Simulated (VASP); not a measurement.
Input:

```
CsPbCl3
1.0
    5.58442     0.00000     0.00000
    0.00000     5.58442     0.00000
    0.00000     0.00000     5.58442
Cs Pb Cl
1 1 3
Direct
  0.00000   0.00000   0.00000
  0.50000   0.50000   0.50000
  0.00000   0.50000   0.50000
  0.50000   0.00000   0.50000
  0.50000   0.50000   0.00000
```

Computed with PBE GGA, VASP's PBE PAW potentials (set 64) (plane waves; VASP). Run with 300 eV cut-off, 3×3×3 Γ-centred mesh, Gaussian smearing of 0.010 eV, potentials Cs_sv Pb_d Cl.

At this cut-off the stress carries a Pulay error, which pulls relaxed volumes low. Energy and stress use the plane-wave basis of the starting cell.

Question: The ions, cell shape and volume are relaxed. Which structure does the run end with?

Answer: 
```
CsPbCl3
1.0
    5.68311     0.00000     0.00000
    0.00000     5.68311     0.00000
    0.00000     0.00000     5.68311
Cs Pb Cl
1 1 3
Cartesian
  0.00000   0.00000   0.00000
  2.84155   2.84155   2.84155
  0.00000   2.84155   2.84155
  2.84155   0.00000   2.84155
  2.84155   2.84155   0.00000
```
Space group Pm-3m (221), at a tolerance of 0.03 Å.

Question: How do energy and volume change from the first to the last step?

Answer: The energy (σ→0) changes by -8.3 meV/atom and the volume by +5.4 %, in 3 ionic steps.

```tsv
step	E(σ→0) (eV)	max force (eV/Å)	pressure (GPa)	volume (Å³)
1	-17.5702	0.000	1.47	174.15
2	-17.6109	0.000	0.17	182.34
3	-17.6115	0.000	-0.01	183.55
```

The structure comes from a computed database's CsPbCl3 entry; how it stands against other phases isn't given here. This run relaxes it. Symmetry was kept, so distortions that lower it aren't found. The run is one of a series of settings (EDIFFG = -0.01, IBRION = 2, ISIF = 3, NSW = 50 against the base run), some of them coarse on purpose.
